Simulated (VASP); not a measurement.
An input for Ansatz (written as the equivalent of a VASP run, and not itself run):

Ansatz 0.2 input:
```yaml
crystal:
  lattice:
    - [4.7707259, 0.0000000, 0.0000000]
    - [0.0000000, 4.7707259, 0.0000000]
    - [0.0000000, 0.0000000, 3.2195149]
  atoms:
    - { symbol: Sn, position: [0.0000000, 0.0000000, 0.0000000] }
    - { symbol: Sn, position: [0.5000000, 0.5000000, 0.5000000] }
    - { symbol: O, position: [0.3064012, 0.3064012, 0.0000000] }
    - { symbol: O, position: [0.1935988, 0.8064012, 0.5000000] }
    - { symbol: O, position: [0.6935988, 0.6935988, 0.0000000] }
    - { symbol: O, position: [0.8064012, 0.1935988, 0.5000000] }
kpoints:
  mp_grid: { grid: [5, 5, 8] }
hamiltonian:
  xc: pbesol
  pseudopotentials: { kind: paw }
scf:
  occupations: { method: tetrahedron }
  max_iter: 100
output: { forces: true, stress: true, eigenvalues: true }
```

Question: Translate this input to VASP (INCAR, KPOINTS, POSCAR, choice of POTCAR).

Answer: This is not unique; one that fits is 
**INCAR**
```
! general
SYSTEM =SnO2
PREC   =Accurate
ENCUT  =520
LREAL  =F
LASPH  =T

! electronic loop
EDIFF  =1E-7
NELM   =100
ALGO   =Normal
LMAXMIX=4

! smearing
ISMEAR =-5

! functional
GGA    =PS

! ions
ISIF   =2

! output
LWAVE  =F
LCHARG =T
LORBIT =11
NEDOS  =601

! other
LEFG   =T
```

POSCAR:
```
SnO2
1
    4.7707259028     0.0000000000     0.0000000000
    0.0000000000     4.7707259028     0.0000000000
    0.0000000000     0.0000000000     3.2195149142
Sn O
2 4
Direct
  0.0000000000   0.0000000000   0.0000000000
  0.5000000000   0.5000000000   0.5000000000
  0.3064011750   0.3064011750   0.0000000000
  0.1935988250   0.8064011750   0.5000000000
  0.6935988250   0.6935988250   0.0000000000
  0.8064011750   0.1935988250   0.5000000000
```

File KPOINTS:
```
K-points
0
G
 5 5 8
```

POTCAR, in this order: Sn_d O (PBE.64 set). Program: vasp_std.

The two are equivalent in intent, not identical: each code has its own PAW files, so the cut-off isn't converted (ENCUT is set for VASP's; basis.ecutwfc is left out, and Ansatz then takes the one that its files recommend); Ansatz stops its SCF on the density residual and VASP on the energy change (EDIFF); the field gradients of LEFG aren't asked of the other code.

The structure comes from a measured SnO2 entry (P4_2/mnm) of the Crystallography Open Database, whose conditions weren't checked. It was relaxed first.
